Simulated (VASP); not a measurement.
Method: HSE06 screened hybrid, VASP's PBE PAW potentials (set 64) (plane waves; VASP).

VASP ran on this input.

**POSCAR**
```
Ga35MgN36
1
    4.8683178924    -8.4321738171     0.0000000000
    4.8683178924     8.4321738171     0.0000000000
    0.0000000000     0.0000000000    10.5562839808
Ga N Mg
35 36 1
Direct
  0.2221204720   0.1111821427   0.2505498234
  0.1108074677   0.2219373152   0.9997688184
  0.2220819646   0.1110383718   0.7491928293
  0.1108091156   0.2237809366   0.4993201219
  0.2208606571   0.4437007964   0.2514276630
  0.1108067416   0.5554478401   0.9998884202
  0.2242710805   0.4453883123   0.7502758326
  0.1107087557   0.5531522364   0.4991823539
  0.2222030550   0.7775897828   0.2505491147
  0.1110617961   0.8887428442   0.9997380908
  0.2221691242   0.7772204042   0.7491878831
  0.1108273327   0.8885426857   0.4995499072
  0.5550822574   0.1108120185   0.2507637074
  0.4443913738   0.2220224491   0.9999341388
  0.5551211809   0.1106191544   0.7495141907
  0.4459434842   0.2237171883   0.4993606623
  0.5558467500   0.4436297412   0.2517055320
  0.4442695262   0.5554070098   0.0002456227
  0.5540102093   0.4453058173   0.7502758792
  0.5559984489   0.7787609366   0.2515772005
  0.4444065388   0.8889370731   0.0000724423
  0.5541820483   0.7750641460   0.7503780481
  0.4460005060   0.8882608048   0.4993198785
  0.8889678153   0.1108829784   0.2507691002
  0.7776902328   0.2221545651   0.9999882677
  0.8887068699   0.1106153178   0.7493057751
  0.7774803707   0.2218746849   0.4993502406
  0.8887985786   0.4447083231   0.2507297781
  0.7777512304   0.5555041803   0.0001503380
  0.8885804202   0.4443721280   0.7494438885
  0.7753523671   0.5533165209   0.4992809914
  0.8885534547   0.7776411144   0.2505509993
  0.7778814838   0.8890387364   0.9999201575
  0.8883448854   0.7772548836   0.7492694447
  0.7754216328   0.8882854708   0.4992987391
  0.2219461836   0.1108951294   0.4387571338
  0.1106249763   0.2212769618   0.1875538452
  0.2220157794   0.1107812538   0.9378090722
  0.1107983578   0.2219642293   0.6886712787
  0.2142065318   0.4401636197   0.4363336496
  0.1105206226   0.5559639438   0.1876804166
  0.2211871063   0.4439007843   0.9395014155
  0.1106197999   0.5550374100   0.6885814923
  0.2219937266   0.7773500809   0.4387523069
  0.1109772020   0.8887932893   0.1882473712
  0.2221315596   0.7777395305   0.9378313507
  0.1108515303   0.8884701659   0.6881887922
  0.5549051453   0.1105128155   0.4388330706
  0.4437815068   0.2212187846   0.1877237456
  0.5556893294   0.1110737979   0.9381051131
  0.4443217105   0.2218668368   0.6887317540
  0.5588026764   0.4402736517   0.4365072658
  0.4442497037   0.5554280306   0.1888717623
  0.5558227203   0.4438860882   0.9395583595
  0.4441146056   0.5552371421   0.6945381993
  0.5589392820   0.7847197419   0.4364139945
  0.4438781794   0.8891260937   0.1877786667
  0.5559011946   0.7784470354   0.9395930205
  0.4444212496   0.8886015452   0.6886918451
  0.8886449923   0.1104973161   0.4387430315
  0.7776374650   0.2221381873   0.1884234906
  0.8886308464   0.1111659720   0.9379033918
  0.7775296305   0.2219360958   0.6881603864
  0.8885708381   0.4443878094   0.4387681329
  0.7783034919   0.5559606161   0.1878618918
  0.8885679331   0.4441394911   0.9380475457
  0.7772982898   0.5550778374   0.6886222632
  0.8884816790   0.7773435129   0.4386987060
  0.7784527447   0.8891927638   0.1876609298
  0.8889753312   0.7777496043   0.9378992876
  0.7774758187   0.8885581267   0.6886043492
  0.4438510311   0.5550267935   0.4984697902
```

INCAR:
```
AEXX  =  0.25
ALGO  =  Normal
EDIFF  =  1E-5
ENCUT  =  400
GGA  =  PE
HFSCREEN  =  0.2
ISIF  =  0
ISMEAR  =  0
ISYM  =  0
LASPH  =  .TRUE.
LCHARG  =  .FALSE.
LHFCALC  =  .TRUE.
LMAXMIX  =  4
LREAL  =  Auto
LWAVE  =  .FALSE.
NELECT  =  288.0
NELM  =  50
NELMIN  =  4
PREC  =  Normal
PRECFOCK  =  Fast
SIGMA  =  0.05
SYSTEM  =  Ga35MgN36
```

**KPOINTS**
```
Automatic mesh
0
Gamma
1 1 1
0 0 0
```

POTCAR, in this order: Ga N Mg (PBE.64 set). Program: vasp_gam. Read from the step before: WAVECAR.

The run wrote:

**OSZICAR**
```
       N       E                     dE             d eps       ncg     rms          rms(c)
DAV:   1    -0.522460905306E+03   -0.52246E+03   -0.22422E+01   362   0.124E+01    0.953E+00
DAV:   2    -0.522624011153E+03   -0.16311E+00   -0.70012E-01   428   0.144E+00    0.650E+00
DAV:   3    -0.522577223036E+03    0.46788E-01   -0.18279E-02   407   0.361E-01    0.378E+00
DAV:   4    -0.522557439523E+03    0.19784E-01   -0.15191E-02   404   0.230E-01    0.214E+00
DAV:   5    -0.522551631060E+03    0.58085E-02   -0.39441E-03   420   0.117E-01    0.119E+00
DAV:   6    -0.522549517788E+03    0.21133E-02   -0.85278E-04   412   0.675E-02    0.660E-01
DAV:   7    -0.522548804465E+03    0.71332E-03   -0.33035E-04   407   0.452E-02    0.366E-01
DAV:   8    -0.522548574701E+03    0.22976E-03   -0.10288E-04   412   0.259E-02    0.203E-01
DAV:   9    -0.522548503409E+03    0.71292E-04   -0.36949E-05   324   0.150E-02    0.112E-01
DAV:  10    -0.522548484158E+03    0.19251E-04   -0.14441E-05   236   0.931E-03    0.614E-02
DAV:  11    -0.522548480530E+03    0.36286E-05   -0.58163E-06   191   0.488E-03
   1 F= -.52254848E+03 E0= -.52254848E+03  d E =-.271159E-17
```

File OUTCAR:
```
------------------------ aborting loop because EDIFF is reached ----------------------------------------
  volume of cell :      866.68
      direct lattice vectors                 reciprocal lattice vectors
     4.868317892 -8.432173817  0.000000000     0.102704879 -0.059296690  0.000000000
     4.868317892  8.432173817  0.000000000     0.102704879  0.059296690  0.000000000
     0.000000000  0.000000000 10.556283981     0.000000000  0.000000000  0.094730305
  FREE ENERGIE OF THE ION-ELECTRON SYSTEM (eV)
  ---------------------------------------------------
  free  energy   TOTEN  =      -522.5484805296 eV

  energy  without entropy=     -522.5484805296  energy(sigma->0) =     -522.54848053

  exchange ACFDT corr.  =         0.00000000  see jH, gK, PRB 81, 115126
```
(Selected blocks of OUTCAR.)

The cell is charged, with a uniform compensating background. The supercell is sampled at Γ alone, which is coarse: total energies, pressure and levels can be off, energies of defects by several tenths of an eV.

The cell is a supercell with a defect, built from GaN (wurtzite): Mg_Ga, charge -1. The cell's shape comes from a PBE relaxation. The run is not spin-polarised, so no state with unpaired spins was tried.
